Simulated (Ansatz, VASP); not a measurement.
**LuBC in VASP and in Ansatz**

```
Lu B C
1.0
     2.99107    0.00000    0.00000
    -1.49553    2.59034    0.00000
     0.00000    0.00000    7.74418
Lu B C
2 2 2
Direct
  0.00000 0.00000 0.00000
  0.00000 0.00000 0.50000
  0.66667 0.33333 0.25000
  0.33333 0.66667 0.75000
  0.66667 0.33333 0.75000
  0.33333 0.66667 0.25000
```

The cell comes from a database or a generator and needn't be the stable form of this composition.

Alike in both runs: task single point; functional BLYP; k mesh 10 × 10 × 4; no spin polarisation.

|  | VASP | Ansatz |
| --- | --- | --- |
| version | VASP 6.6.1 | Ansatz 0.2.0 |
| potentials or method | VASP PAW PBE potentials, release 64 (Lu, B, C) | plane waves, PAW |
| plane-wave cutoff (eV) | 520 | 420 |
| occupations | methfessel-paxton of order 1, width 0.15 eV | cold, width 0.15 eV |
| valence electrons in the cell | 64 | 64 |

|  | VASP | Ansatz | Ansatz less VASP |
| --- | --- | --- | --- |
| pressure (GPa) | 7.7 | 6.8 | -0.95 |
| largest component of the traceless stress (GPa) | 4.65 | 4.48 | -0.177 |

Caveats: the PAW data sets were made with another functional, which shifts forces and pressure a little (VASP). The runs have no spin-orbit coupling, so splittings on Lu are missing.
